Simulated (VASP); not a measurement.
Consider the following.

```
CdBr2
1.0
    4.00772     0.00000     0.00000
   -2.00386     3.47079     0.00000
    0.00000     0.00000    12.92645
Cd Br
2 4
Direct
  0.66667   0.33333   0.87500
  0.33333   0.66667   0.37500
  0.00000   0.00000   0.75401
  0.00000   0.00000   0.25401
  0.33333   0.66667   0.99598
  0.66667   0.33333   0.49598
```

Computed with r2SCAN meta-GGA, VASP's PBE PAW potentials (set 64) (plane waves; VASP 6.6.1). Run with 400 eV cut-off, 7×7×2 Γ-centred mesh, tetrahedra with Blöchl corrections, potentials Cd Br.

The path is coarsely sampled, so an indirect gap can come out somewhat too large.

Task: Give the energies of bands 17 to 30 at the high-symmetry points, in eV from the valence-band maximum.

Result: 
| band | Γ | M | K | A | L | H |
|---|---|---|---|---|---|---|
| 17 | -1.25 | -2.79 | -2.36 | -0.69 | -2.76 | -2.21 |
| 18 | -0.49 | -2.66 | -2.24 | -0.69 | -2.76 | -2.21 |
| 19 | -0.49 | -1.52 | -2.24 | -0.45 | -1.37 | -2.17 |
| 20 | -0.41 | -1.44 | -2.00 | -0.45 | -1.37 | -2.17 |
| 21 | -0.41 | -1.31 | -1.79 | -0.45 | -1.36 | -1.87 |
| 22 | -0.18 | -1.29 | -1.79 | -0.45 | -1.36 | -1.87 |
| 23 | -0.10 | -0.43 | -0.73 | -0.04 | -0.33 | -0.43 |
| 24 | -0.10 | -0.27 | -0.45 | -0.04 | -0.33 | -0.43 |
| 25 | 0.00 | -0.14 | -0.45 | -0.04 | -0.16 | -0.43 |
| 26 | 0.00 | -0.07 | -0.17 | -0.04 | -0.16 | -0.43 |
| 27 | 3.48 | 4.17 | 4.96 | 4.01 | 4.34 | 4.93 |
| 28 | 4.54 | 4.44 | 4.96 | 4.01 | 4.34 | 4.93 |
| 29 | 6.03 | 6.61 | 7.74 | 6.07 | 6.76 | 8.10 |
| 30 | 6.07 | 7.00 | 8.08 | 6.07 | 6.76 | 8.10 |

The gap is indirect, 3.48 eV, from the valence maximum at Γ-M at 0.20 to the conduction minimum at Γ.

The structure comes from a computed database's CdBr2 entry (P6_3mc); how it stands against other phases isn't given here. It was relaxed first.
